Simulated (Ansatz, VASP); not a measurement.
# SnP2H16C6Cl2 (SnP2H16C6Cl2 (P-1)): VASP beside Ansatz, part 2 of 2

One calculation is typed for both programs; each brings its own data sets. How far apart do they land? Of the first pair: The cell is taken from a series of runs on this material, whose earlier steps may have relaxed, scaled, displaced or heated it; both programs get it as it stands.

VASP 6.6.1 and Ansatz 0.2.0.

So far. Step 5 (VASP: single point, PBE with D4, pair 2): The run ends at a pressure of 0.17 GPa, with forces up to 0.059 eV/Å.

### 8. Ansatz: relaxation, PBE with D4

Level of this step: Ansatz beside VASP: Kohn-Sham DFT, plane waves, PBE with D4 (Ansatz).

The two programs are compared at the cell with which this relaxation starts, whose forces are those of its first step.

The structure compared here is the start of the Ansatz relaxation; VASP solves that cell, so the two are compared at the walk's first step.

The input, input.yaml:

```yaml
crystal:
  lattice:
    - [14.716, 0.0, 0.0]
    - [1.63296, 7.70894, 0.0]
    - [1.98796, 2.55023, 10.5161]
  atoms:
    - { symbol: Sn, position: [0.49351, 0.44979, 0.72232] }
    - { symbol: Sn, position: [0.00649, 0.55021, 0.27768] }
    - { symbol: H, position: [0.17607, 0.65233, 0.8572] }
    - { symbol: H, position: [0.32393, 0.34767, 0.1428] }
    - { symbol: H, position: [0.22724, 0.61607, 0.70492] }
    - { symbol: H, position: [0.27276, 0.38393, 0.29508] }
    - { symbol: H, position: [0.28335, 0.50201, 0.84111] }
    - { symbol: H, position: [0.21665, 0.49799, 0.15889] }
    - { symbol: H, position: [0.21252, 0.24008, 0.02891] }
    - { symbol: H, position: [0.28748, 0.75992, 0.97109] }
    - { symbol: H, position: [0.1104, 0.15749, 0.02181] }
    - { symbol: H, position: [0.3896, 0.84251, 0.97819] }
    - { symbol: H, position: [0.10003, 0.37272, 0.05068] }
    - { symbol: H, position: [0.39997, 0.62728, 0.94932] }
    - { symbol: H, position: [0.25759, 0.26119, 0.66396] }
    - { symbol: H, position: [0.24241, 0.73881, 0.33604] }
    - { symbol: H, position: [0.28832, 0.1451, 0.81537] }
    - { symbol: H, position: [0.21168, 0.8549, 0.18463] }
    - { symbol: H, position: [0.15012, 0.99445, 0.8584] }
    - { symbol: H, position: [0.34988, 0.00555, 0.1416] }
    - { symbol: H, position: [0.2245, 0.952, 0.72128] }
    - { symbol: H, position: [0.2755, 0.048, 0.27872] }
    - { symbol: H, position: [0.44562, 0.02151, 0.65941] }
    - { symbol: H, position: [0.05438, 0.97849, 0.34059] }
    - { symbol: H, position: [0.48913, 0.93216, 0.80804] }
    - { symbol: H, position: [0.01087, 0.06784, 0.19196] }
    - { symbol: H, position: [0.04811, 0.85594, 0.67138] }
    - { symbol: H, position: [0.45189, 0.14406, 0.32862] }
    - { symbol: H, position: [0.16194, 0.01809, 0.49556] }
    - { symbol: H, position: [0.33806, 0.98191, 0.50444] }
[... 72 atom lines left out ...]
    - { symbol: C, position: [0.63265, 0.1526, 0.5069] }
    - { symbol: C, position: [0.86735, 0.8474, 0.4931] }
    - { symbol: Cl, position: [0.9275, 0.22657, 0.93526] }
    - { symbol: Cl, position: [0.57249, 0.77343, 0.06474] }
    - { symbol: Cl, position: [0.61199, 0.60082, 0.52057] }
    - { symbol: Cl, position: [0.88802, 0.39918, 0.47943] }
kpoints:
  mp_grid: { grid: [1, 1, 1] }
hamiltonian:
  xc: pbe
  dispersion: d4
scf:
  occupations: { method: gaussian, width: 0.025 }
output:
  forces: true
relax:
  f_tol: 0.03
  max_steps: 200
```

Started as:

```bash
$ ansatz run input.yaml --threads 4 --pin off --max-ram 8192MiB --backend cpu --events-out ev --progress --plain --runs-dir out
```

Numbers of over 12 decimals in the logs are rounded to 6 here.

Output:

```text
[...]
- { symbol: Sn, position: [0.011317, 0.558180, 0.274651] }
    - { symbol: H, position: [0.170739, 0.659933, 0.849586] }
    - { symbol: H, position: [0.329261, 0.340067, 0.150414] }
    - { symbol: H, position: [0.220891, 0.614159, 0.697593] }
    - { symbol: H, position: [0.279109, 0.385841, 0.302407] }
    - { symbol: H, position: [0.281427, 0.513568, 0.834442] }
    - { symbol: H, position: [0.218573, 0.486432, 0.165558] }
    - { symbol: H, position: [0.211025, 0.246529, 0.033677] }
[...]
- { symbol: P, position: [0.850001, 0.627740, 0.166525] }
    - { symbol: P, position: [0.585081, 0.147001, 0.659524] }
    - { symbol: P, position: [0.914919, 0.852999, 0.340476] }
[...]
- { symbol: C, position: [0.516331, 0.976354, 0.672421] }
    - { symbol: C, position: [0.983669, 0.023646, 0.327579] }
    - { symbol: C, position: [0.648123, 0.176279, 0.499599] }
    - { symbol: C, position: [0.851877, 0.823721, 0.500401] }
    - { symbol: Cl, position: [0.925059, 0.207966, 0.933733] }
    - { symbol: Cl, position: [0.574941, 0.792034, 0.066267] }
    - { symbol: Cl, position: [0.607640, 0.613549, 0.525055] }
    - { symbol: Cl, position: [0.892360, 0.386451, 0.474945] }
```

### 9. VASP: single point, PBE with D4, start cell, pair 3

The same cell, functional, mesh and smearing now go to VASP, with its own data sets.

The input, INCAR:

```
SYSTEM = SnP2H16C6Cl2
PREC = Accurate
ENCUT = 520
EDIFF = 1E-06
NELM = 120
ISMEAR = 0
SIGMA = 0.025
LREAL = Auto
ALGO = Normal
GGA = PE
IVDW = 13
NBANDS = 232
LORBIT = 11
LWAVE = .FALSE.
LCHARG = .FALSE.
ISIF = 2
LASPH = .TRUE.
GGA_COMPAT = .FALSE.
EFERMI = MIDGAP
NCORE = 2
```

The input, POSCAR:

```
SnP2H16C6Cl2
1.0
   14.7160000000      0.0000000000      0.0000000000
    1.6329600000      7.7089400000      0.0000000000
    1.9879600000      2.5502300000     10.5161000000
Sn H P C Cl
4 64 8 24 8
Direct
    0.4935088648      0.4497895021      0.7223210125
    0.0064911352      0.5502104979      0.2776789875
    0.9935088648      0.4497895021      0.7223210125
    0.5064911352      0.5502104979      0.2776789875
    0.1760703286      0.6523306793      0.8571999125
    0.3239296714      0.3476693207      0.1428000875
    0.2272380022      0.6160742076      0.7049191240
    0.2727619979      0.3839257924      0.2950808760
    0.2833484042      0.5020093925      0.8411102975
    0.2166515958      0.4979906075      0.1588897025
    0.2125204404      0.2400800642      0.0289080553
    0.2874795596      0.7599199358      0.9710919447
    0.1104019553      0.1574864829      0.0218141707
    0.3895980447      0.8425135171      0.9781858293
    0.1000281645      0.3727203300      0.0506841890
    0.3999718354      0.6272796700      0.9493158110
    0.2575883396      0.2611872650      0.6639628760
    0.2424116604      0.7388127350      0.3360371240
    0.2883221715      0.1450986758      0.8153688154
    0.2116778285      0.8549013242      0.1846311846
    0.1501188005      0.9944522173      0.8583980753
    0.3498811994      0.0055477827      0.1416019247
    0.2245006109      0.9519977601      0.7212845066
    0.2754993891      0.0480022399      0.2787154934
    0.4456206415      0.0215130809      0.6594079554
    0.0543793585      0.9784869191      0.3405920446
    0.4891292579      0.9321650306      0.8080372001
    0.0108707421      0.0678349694      0.1919627999
    0.0481117814      0.8559427616      0.6713800744
    0.4518882186      0.1440572383      0.3286199256
[... 72 atom lines left out ...]
    0.1119843965      0.6008223655      0.5205732163
    0.3880156035      0.3991776345      0.4794267837
    0.9275054844      0.2265686208      0.9352611710
    0.5724945156      0.7734313792      0.0647388290
    0.6119843965      0.6008223655      0.5205732163
    0.8880156035      0.3991776345      0.4794267837
```

The input, KPOINTS:

```
Automatic mesh
0
Gamma
1 1 1
0 0 0
```

Potentials, in the order of the species: Sn_d, H, P, C and Cl (PBE family, release 64).

Started as:

```bash
$ mpirun -np 8 vasp_gam
```

Output:

```text
[... set-up lines as in an earlier step ...]
 entering main loop
       N       E                     dE             d eps       ncg     rms          rms(c)
DAV:   1     0.328359627512E+04    0.32836E+04   -0.13951E+05   472   0.138E+03
DAV:   2    -0.202171346782E+02   -0.33038E+04   -0.30862E+04   616   0.329E+02
DAV:   3    -0.558303448577E+03   -0.53809E+03   -0.52470E+03   552   0.163E+02
DAV:   4    -0.594038140861E+03   -0.35735E+02   -0.35226E+02   624   0.435E+01
[...]
DAV:  14    -0.540150083540E+03   -0.23707E-04   -0.40076E-05   616   0.155E-02    0.165E-02
DAV:  15    -0.540150092411E+03   -0.88713E-05   -0.15637E-05   504   0.855E-03    0.515E-03
DAV:  16    -0.540150092578E+03   -0.16710E-06   -0.12226E-06   440   0.313E-03
   1 F= -.54940652E+03 E0= -.54940652E+03  d E =0.000000E+00
```

Parts of OUTCAR (step 9):

```text
  FREE ENERGIE OF THE ION-ELECTRON SYSTEM (eV)
  ---------------------------------------------------
  free  energy   TOTEN  =      -549.4065165282 eV

  energy  without entropy=     -549.4065165282  energy(sigma->0) =     -549.40651653
```

The run ends at a pressure of 2.09 GPa, with forces up to 0.50 eV/Å.

### 10. Side by side

What differs besides the data sets and the points named for the pairs above, as far as they apply: Ansatz takes its cutoff from its data sets, VASP runs at 520 eV. Total energies have different zeros and are not compared.

Forces on 10 of the 108 atoms, those with the largest forces and the largest differences (eV/Å; atoms numbered as in POSCAR):

```tsv
atom	Ansatz x, y, z	VASP x, y, z
H22	0.311, 0.223, -0.281	0.318, 0.228, -0.303
H23	0.106, -0.460, -0.085	0.113, -0.479, -0.094
H24	-0.106, 0.460, 0.085	-0.113, 0.479, 0.094
H53	-0.311, -0.223, 0.281	-0.318, -0.228, 0.303
H54	0.311, 0.223, -0.281	0.318, 0.228, -0.303
H55	0.106, -0.460, -0.085	0.113, -0.479, -0.094
H56	-0.106, 0.460, 0.085	-0.113, 0.479, 0.094
C87	0.160, -0.150, -0.157	0.145, -0.139, -0.099
C99	0.160, -0.150, -0.157	0.145, -0.139, -0.099
C100	-0.160, 0.150, 0.157	-0.145, 0.139, 0.099
```

The forces differ by 20 meV/Å r.m.s., which is 10.9 % of the r.m.s. force of 0.181 eV/Å (both taken over all components).

### 11. Summary of results

```json
{
 "r.m.s. force difference (single point, PBE with D4, pair 1)": "18 meV/Å",
 "r.m.s. force difference (single point, PBE with D4, pair 2)": "17 meV/Å",
 "r.m.s. force difference (single point, PBE with D4, start cell, pair 3)": "20 meV/Å"
}
```

What this shows: The r.m.s. force difference is 20 meV/Å (single point, PBE with D4, start cell, pair 3), beyond the 12 meV/Å picked in this series as the mark of a large difference. What causes the difference of the single point, PBE with D4, pair 1 pair stays open here. What causes the difference of the single point, PBE with D4, pair 2 pair stays open here. What causes the difference of the single point, PBE with D4, start cell, pair 3 pair stays open here. 1 further run of this series is not shown here. Such differences can come from data sets, numerical settings and the points named under the comparisons, not from the functional's error against experiment.

[Lines on the potential files, build, host, timing and source positions are cut from VASP's logs without a mark.]

[Logs are printed without paths, hosts, clocks, repeated set-up lines and the standing remarks that a program may print on its own settings, such as how far it seeks lower states.]

[Hosts, paths, dates, database ids (printed as entryN), source tags and the programs' standing remarks are cut or masked in the printed files.]
